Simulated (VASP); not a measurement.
Here is the system:

```
CELL_PARAMETERS angstrom
      0.00000     3.25168     3.25168
      3.25168     0.00000     3.25168
      3.25168     3.25168     0.00000
ATOMIC_POSITIONS crystal
  Te 0.50000 0.50000 0.50000
  Pb 0.00000 0.00000 0.00000
```

Computed with revTPSS meta-GGA, VASP's PBE PAW potentials (set 64) (plane waves; VASP 6.6.1). Settings: 520 eV cut-off, 8×8×8 Γ-centred mesh, tetrahedra with Blöchl corrections, potentials Te Pb_d.

Unless said otherwise, spin-orbit coupling is left out, though it shifts the bands of the heavy elements here.

### Question
Give the energies of bands 7 to 13 at the high-symmetry points, in eV from the valence-band maximum.

### Answer

```csv
band,Γ,X,U,L,W
7,-5.51,-7.17,-7.83,-8.45,-7.85
8,-1.23,-4.41,-4.03,-0.83,-3.69
9,-1.23,-2.69,-2.19,-0.83,-3.69
10,-1.23,-2.69,-2.00,0.00,-0.31
11,4.20,3.25,3.64,0.83,1.85
12,4.20,5.58,3.92,1.46,5.24
13,4.20,5.58,5.16,1.46,5.24
```

The gap is direct, 0.83 eV, from the valence maximum at L to the conduction minimum at L.

The compound is PbTe in the rock salt structure. It was relaxed first.
